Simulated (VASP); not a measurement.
OSZICAR of a VASP run on MoSi$_{2}$ (MoSi2 type):

**OSZICAR**
```
       N       E                     dE             d eps       ncg     rms          rms(c)
DAV:   1     0.910027791770E+02    0.91003E+02   -0.11839E+04  8664   0.144E+03
DAV:   2    -0.601329917996E+02   -0.15114E+03   -0.14955E+03 10558   0.350E+02
DAV:   3    -0.633189881716E+02   -0.31860E+01   -0.31686E+01 11469   0.463E+01
DAV:   4    -0.633332745911E+02   -0.14286E-01   -0.14286E-01  9858   0.367E+00
DAV:   5    -0.633333937101E+02   -0.11912E-03   -0.11919E-03 11622   0.315E-01    0.258E+01
DAV:   6    -0.565009701748E+02    0.68324E+01   -0.77768E+00 10215   0.280E+01    0.473E+00
DAV:   7    -0.559823468671E+02    0.51862E+00   -0.12171E+00  9564   0.120E+01    0.386E+00
DAV:   8    -0.563012482003E+02   -0.31890E+00   -0.89449E-01  8703   0.119E+01    0.112E+00
DAV:   9    -0.562811537492E+02    0.20094E-01   -0.24958E-01  9452   0.555E+00    0.307E-01
DAV:  10    -0.562634518399E+02    0.17702E-01   -0.16266E-01  8647   0.471E+00    0.293E-01
DAV:  11    -0.562633152252E+02    0.13661E-03   -0.43153E-03 11741   0.785E-01    0.221E-01
DAV:  12    -0.562637068499E+02   -0.39162E-03   -0.20196E-03  8920   0.604E-01    0.546E-02
DAV:  13    -0.562630310321E+02    0.67582E-03   -0.89598E-03  8682   0.108E+00    0.353E-02
DAV:  14    -0.562626809467E+02    0.35009E-03   -0.28222E-03  8710   0.624E-01    0.201E-02
DAV:  15    -0.562627275218E+02   -0.46575E-04   -0.87171E-04  8787   0.388E-01    0.102E-02
DAV:  16    -0.562626191952E+02    0.10833E-03   -0.45784E-04  8745   0.288E-01    0.542E-03
DAV:  17    -0.562626052643E+02    0.13931E-04   -0.50347E-05 10635   0.868E-02    0.197E-03
DAV:  18    -0.562626072646E+02   -0.20004E-05   -0.14889E-05  8990   0.502E-02    0.252E-03
DAV:  19    -0.562626057027E+02    0.15619E-05   -0.26347E-06  9382   0.205E-02    0.115E-03
DAV:  20    -0.562626056257E+02    0.77077E-07   -0.13738E-06  9144   0.127E-02    0.421E-04
DAV:  21    -0.562626051053E+02    0.52042E-06   -0.94290E-07  8752   0.129E-02    0.442E-04
DAV:  22    -0.562626049548E+02    0.15046E-06   -0.19824E-07  7603   0.566E-03    0.213E-04
DAV:  23    -0.562626049895E+02   -0.34677E-07   -0.55896E-08  4607   0.317E-03
   1 F= -.56262605E+02 E0= -.56262605E+02  d E =0.000000E+00
       N       E                     dE             ncg
```

Task: Which electronic solver shows in the log?

Result: It is blocked Davidson (ALGO = Normal, or the opening steps of other solvers). The INCAR had ALGO = Normal.

Task: Can the final energy be trusted as converged?

Result: The run converged. It stopped with EDIFF = 1E-7, NELM = 100 (SCAN meta-GGA, plane waves, VASP's PBE PAW potentials (set 64)).

The compound is MoSi2 in the MoSi2 type structure. It was relaxed first.
